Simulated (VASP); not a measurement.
Data:

```
AgCl
1.0
    0.00000     2.77402     2.71963
    2.71963     0.00000     2.71963
    2.71963     2.77402     0.00000
Ag Cl
1 1
Direct
  0.00000   0.00000   0.00000
  0.50000   0.50000   0.50000
```

Method: PBEsol GGA, VASP's PBE PAW potentials (set 64) (plane waves; VASP). Settings: 480 eV cut-off, 8×8×8 Γ-centred mesh, Gaussian smearing of 0.050 eV, potentials Ag Cl.

### Question
Give the stress tensor in GPa (positive for a compressed cell).

### Answer

```
-0.70   0.00   0.00
 0.00  -1.20   0.00
 0.00   0.00  -0.70
```
The pressure is its mean diagonal, -0.87 GPa.

The compound is AgCl in the rock salt structure. This cell was strained or had an atom moved on purpose.
